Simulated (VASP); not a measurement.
Input:

```
Ho
1.0
    1.80518    -3.12667     0.00000
    1.80518     3.12667     0.00000
    0.00000     0.00000     5.55491
Ho
2
Direct
  0.33333   0.66667   0.25000
  0.66667   0.33333   0.75000
```

These are r2SCAN meta-GGA, VASP's PBE PAW potentials (set 64) (plane waves; VASP 6.6.1) values and carry that method's errors. Settings: 520 eV cut-off, 13×13×8 Γ-centred mesh, tetrahedra with Blöchl corrections, potentials Ho_3.

The 4f electrons are frozen in the core of the lanthanide potential, so 4f levels, which can set the real gap, and their magnetism are missing.

Q: What does the run give for the energy per atom (σ→0), band gap (over mesh and band path) with the smallest direct gap where there is one?

A: 
band gap (over mesh and band path): none (metal, semimetal or under 0.01 eV)
energy per atom (σ→0): -32.874 eV/atom

Total energies compare only between runs with the same potentials, cut-off and functional.

The compound is Ho in the hcp structure. It was relaxed first.
